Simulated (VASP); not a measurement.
# How SCF threshold and smearing change a VASP run on LaRu2

A convergence test on LaRu2: the SCF threshold and smearing. The series runs use r2SCAN. The SCF threshold tried: EDIFF = 0.01; EDIFF = 0.001; EDIFF = 1E-04; EDIFF = 1E-05; EDIFF = 1E-06; EDIFF = 1E-08. The smearing tried: ISMEAR = -1, SIGMA = 0.01; ISMEAR = -1, SIGMA = 0.05; ISMEAR = -1, SIGMA = 0.1; ISMEAR = -1, SIGMA = 0.2; ISMEAR = -1, SIGMA = 0.5; ISMEAR = 1, SIGMA = 0.01; ISMEAR = 1, SIGMA = 0.05; ISMEAR = 1, SIGMA = 0.1; ISMEAR = 1, SIGMA = 0.2; ISMEAR = 1, SIGMA = 0.5; ISMEAR = -5. The start is a cell from a database of measured crystal structures.

Main program and level: VASP 6.6.1; r2SCAN; plane waves and PAW (La, Ru_pv).

This is a report of a sequence of runs, with most program output left out.

## Step 1: Set-up

The structure is cubic, space group Fd-3m (No. 227). Conventional cell: a = 7.710 Å, b = 7.710 Å, c = 7.710 Å, α = 90.00°, β = 90.00°, γ = 90.00°. Nearest to La lie 12 Ru at 3.20 Å and 4 La at 3.34 Å. Nearest to Ru lie 6 Ru at 2.73 Å and 6 La at 3.20 Å. Farther neighbours are not listed.

Structure file:

```xyz
6
Lattice="0.0000 3.8550 3.8550 3.8550 0.0000 3.8550 3.8550 3.8550 0.0000" Properties=species:S:1:pos:R:3 pbc="T T T"
La    0.0000    0.0000    0.0000
La    1.9275    1.9275    1.9275
Ru    4.8187    4.8187    4.8187
Ru    4.8187    2.8912    2.8912
Ru    2.8912    2.8912    4.8187
Ru    2.8912    4.8187    2.8912
```

## Step 2: SCF threshold: EDIFF = 0.01

EDIFF stops the electronic loop; forces need it tighter than energies do. r2SCAN adds the kinetic-energy density, costs more than a GGA and is run with LASPH.

Contents of INCAR:

```
SYSTEM = LaRu2
PREC = Accurate
ENCUT = 400
EDIFF = 0.01
NELM = 100
ISMEAR = -1
SIGMA = 0.05
LREAL = .FALSE.
ALGO = Normal
METAGGA = R2SCAN
LASPH = .TRUE.
NBANDS = 48
LORBIT = 11
LWAVE = .FALSE.
LCHARG = .FALSE.
KPAR = 4
ISIF = 2
```

Contents of POSCAR:

```
LaRu2
1.0
    0.0000000000      3.8550000000      3.8550000000
    3.8550000000      0.0000000000      3.8550000000
    3.8550000000      3.8550000000      0.0000000000
La Ru
2 4
Direct
    0.0000000000      0.0000000000      0.0000000000
    0.2500000000      0.2500000000      0.2500000000
    0.6250000000      0.6250000000      0.6250000000
    0.1250000000      0.6250000000      0.6250000000
    0.6250000000      0.6250000000      0.1250000000
    0.6250000000      0.1250000000      0.6250000000
```

Contents of KPOINTS:

```
Automatic mesh
0
Gamma
5 5 5
0 0 0
```

Potentials, in the order of the species: La and Ru_pv (PBE family, release 64).

The run is started by

```sh
> mpirun -np 4 vasp_std
```

It took 25 s on 4 MPI ranks of AMD EPYC 9R45, shared host; peak memory 0.85 GiB.

The k-mesh is coarse for a metal. The PAW data sets were made with PBE, which is usual practice but a small mismatch for other functionals.

Numbers from this step:

```
SCF cycles              : 10
electrons               : 78
bands                   : 48
irreducible k-points    : 10
symmetry operations     : 48
free energy (TOTEN)     : -161.9521 eV
energy at zero smearing : -161.9247 eV
Fermi energy            : 10.74 eV
pressure                : -0.6065 GPa
metallic                : yes
```

The series starts at -26.9875 eV an atom and -0.61 GPa, after 10 cycles in 25 s.

## Step 3: SCF threshold: EDIFF = 0.001

Edit INCAR of step 2 so:

```diff
@@ -3,3 +3,3 @@
 ENCUT = 400
-EDIFF = 0.01
+EDIFF = 0.001
 NELM = 100
```

POSCAR is that of step 2.

KPOINTS is that of step 2.

The run is started by

```sh
> mpirun -np 4 vasp_std
```

Elapsed: 32 s, on 4 MPI ranks; peak memory 0.84 GiB; 1.8 min of CPU time.

Against the run before the energy moves by -0.16 meV an atom and the pressure by -0.86 GPa, after 11 cycles in 32 s.

## Step 4: SCF threshold: EDIFF = 1E-04

Edit INCAR of step 3 so:

```diff
@@ -3,3 +3,3 @@
 ENCUT = 400
-EDIFF = 0.001
+EDIFF = 1E-04
 NELM = 100
```

POSCAR is that of step 3.

KPOINTS is that of step 3.

The run is started by

```sh
> mpirun -np 4 vasp_std
```

Wall time 41 s (4 MPI ranks); peak memory 0.84 GiB; 2.2 min of CPU time.

Against the run before the energy moves by -0.05 meV an atom and the pressure by -0.85 GPa, after 13 cycles in 41 s.

## Step 5: SCF threshold: EDIFF = 1E-05

Edit INCAR of step 4 so:

```diff
@@ -3,3 +3,3 @@
 ENCUT = 400
-EDIFF = 1E-04
+EDIFF = 1E-05
 NELM = 100
```

POSCAR is that of step 4.

KPOINTS is that of step 4.

The run is started by

```sh
> mpirun -np 4 vasp_std
```

Elapsed: 45 s, on 4 MPI ranks; peak memory 0.84 GiB; 2.4 min of CPU time.

Against the run before the energy stays within 0.01 meV an atom; the pressure moves by -0.02 GPa, after 14 cycles in 45 s.

## Step 6: SCF threshold: EDIFF = 1E-06

Edit INCAR of step 5 so:

```diff
@@ -3,3 +3,3 @@
 ENCUT = 400
-EDIFF = 1E-05
+EDIFF = 1E-06
 NELM = 100
```

POSCAR is that of step 5.

KPOINTS is that of step 5.

The run is started by

```sh
> mpirun -np 4 vasp_std
```

It took 48 s on 4 MPI ranks; peak memory 0.84 GiB; 2.5 min of CPU time.

Against the run before the energy stays within 0.01 meV an atom; the pressure moves by +0.04 GPa, after 15 cycles in 48 s.

## Step 7: SCF threshold: EDIFF = 1E-08

Edit INCAR of step 6 so:

```diff
@@ -3,3 +3,3 @@
 ENCUT = 400
-EDIFF = 1E-06
+EDIFF = 1E-08
 NELM = 100
```

POSCAR is that of step 6.

KPOINTS is that of step 6.

The run is started by

```sh
> mpirun -np 4 vasp_std
```

Run time: 59 s. Hardware: 4 MPI ranks; peak memory 0.86 GiB.

Against the run before the energy stays within 0.01 meV an atom; the pressure moves by -0.01 GPa, after 19 cycles in 59 s.

## Step 8: The SCF threshold series as a table

This step: convergence of r2SCAN results with the threshold; plane waves and PAW (VASP 6.6.1).

This step runs nothing: it gathers the runs above.

Differences are taken from the run with EDIFF = 1E-08. Results of the series, by row:

```tsv
setting	status	energy less the reference (meV/atom)	pressure (GPa)	SCF cycles	wall time (s)
EDIFF = 0.01	converged	0.2085	-0.6065	10	25
EDIFF = 0.001	converged	0.0485	-1.462	11	32
EDIFF = 1E-04	converged	0.001387	-2.309	13	41
EDIFF = 1E-05	converged	1.37e-4	-2.329	14	45
EDIFF = 1E-06	converged	-1.77e-4	-2.294	15	48
EDIFF = 1E-08	converged	0	-2.304	19	59
```

## Step 9: Smearing: ISMEAR = -1, SIGMA = 0.01

This step: r2SCAN; plane waves and PAW (La, Ru_pv) (VASP 6.6.1).

Smearing steadies the sum over the Fermi surface at the price of an entropy term.

Edit INCAR of step 7 so:

```diff
@@ -3,6 +3,6 @@
 ENCUT = 400
-EDIFF = 1E-08
+EDIFF = 1E-06
 NELM = 100
 ISMEAR = -1
-SIGMA = 0.05
+SIGMA = 0.01
 LREAL = .FALSE.
```

POSCAR is that of step 7.

KPOINTS is that of step 7.

The run is started by

```sh
> mpirun -np 4 vasp_std
```

The job ended after 48 s (4 MPI ranks; peak memory 0.85 GiB; 2.5 min of CPU time).

This step gave:

```yaml
scf_cycles: 15
free_energy_toten: -161.9270 eV
energy_at_zero_smearing: -161.9258 eV
fermi_energy: 10.73 eV
pressure: -2.328 GPa
```

The series starts at -26.9876 eV an atom and -2.33 GPa, after 15 cycles in 48 s. The entropy term T·S comes to 0.40 meV an atom in size.

## Step 10: Smearing: ISMEAR = -1, SIGMA = 0.05

Edit INCAR of step 9 so:

```diff
@@ -6,3 +6,3 @@
 ISMEAR = -1
-SIGMA = 0.01
+SIGMA = 0.05
 LREAL = .FALSE.
```

POSCAR is that of step 9.

KPOINTS is that of step 9.

The run is started by

```sh
> mpirun -np 4 vasp_std
```

The job ended after 47 s (4 MPI ranks; peak memory 0.84 GiB).

Against the run before the energy at zero width moves by -0.03 meV an atom and the pressure by +0.03 GPa, after 15 cycles in 47 s. The entropy term T·S comes to 9.10 meV an atom in size.

## Step 11: Smearing: ISMEAR = -1, SIGMA = 0.1

Edit INCAR of step 10 so:

```diff
@@ -6,3 +6,3 @@
 ISMEAR = -1
-SIGMA = 0.05
+SIGMA = 0.1
 LREAL = .FALSE.
```

POSCAR is that of step 10.

KPOINTS is that of step 10.

The run is started by

```sh
> mpirun -np 4 vasp_std
```

Run time: 48 s. Hardware: 4 MPI ranks; peak memory 0.85 GiB.

Against the run before the energy at zero width moves by +0.67 meV an atom and the pressure by +0.13 GPa, after 15 cycles in 48 s. The entropy term T·S comes to 38.35 meV an atom in size.

## Step 12: Smearing: ISMEAR = -1, SIGMA = 0.2

Edit INCAR of step 11 so:

```diff
@@ -6,3 +6,3 @@
 ISMEAR = -1
-SIGMA = 0.1
+SIGMA = 0.2
 LREAL = .FALSE.
```

POSCAR is that of step 11.

KPOINTS is that of step 11.

The run is started by

```sh
> mpirun -np 4 vasp_std
```

Run time: 53 s. Hardware: 4 MPI ranks; peak memory 0.84 GiB.

Against the run before the energy at zero width moves by +1.49 meV an atom and the pressure by +0.55 GPa, after 17 cycles in 53 s. The entropy term T·S comes to 161.76 meV an atom in size.

## Step 13: Smearing: ISMEAR = -1, SIGMA = 0.5

Edit INCAR of step 12 so:

```diff
@@ -6,3 +6,3 @@
 ISMEAR = -1
-SIGMA = 0.2
+SIGMA = 0.5
 LREAL = .FALSE.
```

POSCAR is that of step 12.

KPOINTS is that of step 12.

The run is started by

```sh
> mpirun -np 4 vasp_std
```

Run time: 66 s. Hardware: 4 MPI ranks; peak memory 0.85 GiB; 3.5 min of CPU time.

Against the run before the energy at zero width moves by -23.10 meV an atom and the pressure by +3.18 GPa, after 23 cycles in 66 s. The entropy term T·S comes to 911.61 meV an atom in size.

## Step 14: Smearing: ISMEAR = 1, SIGMA = 0.01

Edit INCAR of step 13 so:

```diff
@@ -5,4 +5,4 @@
 NELM = 100
-ISMEAR = -1
-SIGMA = 0.5
+ISMEAR = 1
+SIGMA = 0.01
 LREAL = .FALSE.
```

POSCAR is that of step 13.

KPOINTS is that of step 13.

The run is started by

```sh
> mpirun -np 4 vasp_std
```

Elapsed: 52 s, on 4 MPI ranks; peak memory 0.85 GiB.

Against the first of the series the energy at zero width moves by +0.08 meV an atom and the pressure by -0.01 GPa, after 17 cycles in 52 s. The entropy term T·S comes to 0.05 meV an atom in size.

## Step 15: Smearing: ISMEAR = 1, SIGMA = 0.05

Edit INCAR of step 14 so:

```diff
@@ -6,3 +6,3 @@
 ISMEAR = 1
-SIGMA = 0.01
+SIGMA = 0.05
 LREAL = .FALSE.
```

POSCAR is that of step 14.

KPOINTS is that of step 14.

The run is started by

```sh
> mpirun -np 4 vasp_std
```

Run time: 47 s. Hardware: 4 MPI ranks; peak memory 0.84 GiB; 2.5 min of CPU time.

Against the run before the energy at zero width moves by -0.13 meV an atom and the pressure by +0.01 GPa, after 15 cycles in 47 s. The entropy term T·S comes to 0.09 meV an atom in size.

## Step 16: Smearing: ISMEAR = 1, SIGMA = 0.1

Edit INCAR of step 15 so:

```diff
@@ -6,3 +6,3 @@
 ISMEAR = 1
-SIGMA = 0.05
+SIGMA = 0.1
 LREAL = .FALSE.
```

POSCAR is that of step 15.

KPOINTS is that of step 15.

The run is started by

```sh
> mpirun -np 4 vasp_std
```

Run time: 47 s. Hardware: 4 MPI ranks; peak memory 0.85 GiB.

Against the run before the energy at zero width moves by +0.12 meV an atom while the pressure stays within 0.01 GPa, after 15 cycles in 47 s. The entropy term T·S comes to 0.06 meV an atom in size.

## Step 17: Smearing: ISMEAR = 1, SIGMA = 0.2

Edit INCAR of step 16 so:

```diff
@@ -6,3 +6,3 @@
 ISMEAR = 1
-SIGMA = 0.1
+SIGMA = 0.2
 LREAL = .FALSE.
```

POSCAR is that of step 16.

KPOINTS is that of step 16.

The run is started by

```sh
> mpirun -np 4 vasp_std
```

It took 47 s on 4 MPI ranks; peak memory 0.84 GiB; 2.5 min of CPU time.

Against the run before the energy at zero width moves by -0.34 meV an atom and the pressure by +0.01 GPa, after 15 cycles in 47 s. The entropy term T·S comes to 2.29 meV an atom in size.

## Step 18: Smearing: ISMEAR = 1, SIGMA = 0.5

Edit INCAR of step 17 so:

```diff
@@ -6,3 +6,3 @@
 ISMEAR = 1
-SIGMA = 0.2
+SIGMA = 0.5
 LREAL = .FALSE.
```

POSCAR is that of step 17.

KPOINTS is that of step 17.

The run is started by

```sh
> mpirun -np 4 vasp_std
```

The job ended after 47 s (4 MPI ranks; peak memory 0.84 GiB).

Against the run before the energy at zero width moves by +5.99 meV an atom and the pressure by +0.07 GPa, after 15 cycles in 47 s. The entropy term T·S comes to 2.16 meV an atom in size.

## Step 19: Smearing: ISMEAR = -5

Edit INCAR of step 18 so:

```diff
@@ -5,4 +5,4 @@
 NELM = 100
-ISMEAR = 1
-SIGMA = 0.5
+ISMEAR = -5
+SIGMA = 0.05
 LREAL = .FALSE.
```

POSCAR is that of step 18.

KPOINTS is that of step 18.

The run is started by

```sh
> mpirun -np 4 vasp_std
```

Run time: 49 s. Hardware: 4 MPI ranks; peak memory 0.86 GiB; 2.6 min of CPU time.

With tetrahedra the forces and stress of a metal are not exact derivatives of the energy.

Against the first of the series the energy at zero width moves by -1.14 meV an atom and the pressure by -0.10 GPa, after 16 cycles in 49 s.

## Step 20: The smearing series as a table

This step: convergence of r2SCAN results with the smearing; plane waves and PAW (VASP 6.6.1).

No new run; the numbers come from the runs before.

One cell and one 5×5×5 mesh. Free energy against width, by row:

```tsv
Fermi-Dirac width σ (eV)	free energy less that at the narrowest width (meV/atom)
0.01	0
0.05	-4.38
0.1	-18.34
0.2	-78.56
0.5	-476.6
```

Differences are taken from the run with ISMEAR = -1, SIGMA = 0.01. Results of the series, by row:

```tsv
setting	status	energy less the reference (meV/atom)	pressure (GPa)	SCF cycles	wall time (s)
ISMEAR = -1, SIGMA = 0.01	converged	0	-2.328	15	48
ISMEAR = -1, SIGMA = 0.05	converged	-0.03172	-2.294	15	47
ISMEAR = -1, SIGMA = 0.1	converged	0.6335	-2.163	15	48
ISMEAR = -1, SIGMA = 0.2	converged	2.121	-1.614	17	53
ISMEAR = -1, SIGMA = 0.5	converged	-20.98	1.561	23	66
ISMEAR = 1, SIGMA = 0.01	converged	0.08405	-2.341	17	52
ISMEAR = 1, SIGMA = 0.05	converged	-0.05087	-2.334	15	47
ISMEAR = 1, SIGMA = 0.1	converged	0.06713	-2.339	15	47
ISMEAR = 1, SIGMA = 0.2	converged	-0.2681	-2.329	15	47
ISMEAR = 1, SIGMA = 0.5	converged	5.718	-2.257	15	47
ISMEAR = -5	converged	-1.138	-2.43	16	49
```

## Step 21: Summary of results

| Property | Result |
| --- | --- |
| SCF threshold from which the energy stays within 10 meV/atom of the reference | EDIFF = 0.01 |
| SCF threshold from which the energy stays within 1 meV/atom of the reference | EDIFF = 0.01 |
| SCF threshold from which the pressure stays within 0.2 GPa of the reference | EDIFF = 1E-04 |
| spread of the pressure over the SCF threshold | 1.72 GPa |
| spread of the energy over the SCF threshold | 0.209 meV/atom |
| spread of the pressure over the smearing | 3.99 GPa |
| spread of the energy over the smearing | 26.7 meV/atom |

From EDIFF = 0.01 on, the energy stays within 1 meV an atom of the reference, at 42 % of its time. The pressure holds within 0.2 GPa from EDIFF = 1E-04 on. The loosest stop saves 9 of 19 cycles and costs +0.2 meV an atom, +1.70 GPa. The usual rule keeps the entropy term T·S under 1 meV an atom, which holds up to a width of 0.01 eV for Fermi-Dirac and 0.1 eV for first-order Methfessel-Paxton. That rule is made for Methfessel-Paxton; with the other schemes the zero-width estimate is the energy to use. Farthest in energy from the narrowest smearing lies ISMEAR = -1, SIGMA = 0.5 (-21.0 meV an atom, +3.89 GPa). On a fixed mesh a narrow width is not the exact answer for a metal: it samples the Fermi surface more noisily. Forces vanish by symmetry in this cell, so the series can't test them.

[Lines on the potential files, build, host, timing and source positions are cut from VASP's logs without a mark.]

[Logs are printed without paths, hosts, clocks, repeated set-up lines and the standing remarks that a program may print on its own settings, such as how far it seeks lower states.]

[Hosts, paths, dates, database ids (printed as entryN), source tags and the programs' standing remarks are cut or masked in the printed files.]

[A measured line is paired with the nearest computed mode of its activity, which favours agreement.]
